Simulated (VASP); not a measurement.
AlN (wurtzite) is relaxed at rising pressure, each step from the one before. Symmetry mostly holds the structure type, and other phases were not tried. The mesh follows the cell, and a change of mesh leaves a small step in the series.

Given:

Space group P6₃mc (No. 186); a = 3.0908 Å, b = 3.0908 Å, c = 4.9487 Å, α = 90.00°, β = 90.00°, γ = 120.00°

```
atom  site  symmetry       x       y       z
----  ----  --------  ------  ------  ------
Al      2b       3m.  0.3333  0.6667  0.0001
N       2b       3m.  0.3333  0.6667  0.3819
```

These are LDA (Ceperley-Alder, Perdew-Zunger), VASP's LDA PAW potentials (set 64) (plane waves; VASP) values and carry that method's errors. Numerical set-up: 620 eV cut-off, 8×8×5 Γ-centred mesh, Gaussian smearing of 0.050 eV, potentials Al N.

```json
[
 {"P (GPa)": "0", "V (Å³/atom)": "10.24", "H − H(0) (eV/atom)": "0.000", "space group": "P6_3mc", "k-mesh": "8×8×5"},
 {"P (GPa)": "5", "V (Å³/atom)": "10.01", "H − H(0) (eV/atom)": "0.316", "space group": "P6_3mc", "k-mesh": "8×8×5"},
 {"P (GPa)": "10", "V (Å³/atom)": "[?]", "H − H(0) (eV/atom)": "[?]", "space group": "P6_3mc", "k-mesh": "8×8×5"},
 {"P (GPa)": "20", "V (Å³/atom)": "[?]", "H − H(0) (eV/atom)": "[?]", "space group": "P6_3mc", "k-mesh": "8×8×5"},
 {"P (GPa)": "30", "V (Å³/atom)": "9.13", "H − H(0) (eV/atom)": "1.806", "space group": "P6_3mc", "k-mesh": "9×9×5"},
 {"P (GPa)": "45", "V (Å³/atom)": "8.74", "H − H(0) (eV/atom)": "2.642", "space group": "P6_3mc", "k-mesh": "9×9×5"}
]
```

Question: Some entries are withheld; supply them.

Answer: 
- 10, V (Å³/atom): 9.80
- 10, H − H(0) (eV/atom): 0.625
- 20, V (Å³/atom): 9.44
- 20, H − H(0) (eV/atom): 1.226

Pressures at which the relaxation failed are left out.

The compound is AlN in the wurtzite structure.
